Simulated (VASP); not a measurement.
Consider the following.

```xyz
6
Lattice="0.0000 2.8839 2.8839 2.8839 0.0000 2.8839 2.8839 2.8839 0.0000" Properties=species:S:1:pos:R:3 pbc="T T T"
Be     1.4420     1.4420     1.4420
Be     2.1597     2.1597     3.6082
Be     2.1597     3.6082     2.1597
Be     3.6082     3.6082     3.6082
Be     3.6082     2.1597     2.1597
Co     0.0000     0.0000     0.0000
```

These are LDA (Ceperley-Alder, Perdew-Zunger), VASP's LDA PAW potentials (set 64) (plane waves; VASP) values and carry that method's errors. Run with 300 eV cut-off, 8×8×8 Γ-centred mesh, Fermi-Dirac smearing of 0.10 eV, potentials Be Co.

At this cut-off the stress carries a Pulay error, which pulls relaxed volumes low.

Task: Give the stress tensor in GPa (positive for a compressed cell).

Result: 
```
-6.31   0.00   0.00
 0.00  -6.31   0.00
 0.00   0.00  -6.31
```
The pressure is its mean diagonal, -6.31 GPa.

The structure comes from a computed database's Be5Co entry (F-43m); how it stands against other phases isn't given here. The cell was not relaxed at this level. The run is not spin-polarised, so no magnetic state was tried. The electron count is odd and the run is not spin-polarised, which forces a metal.
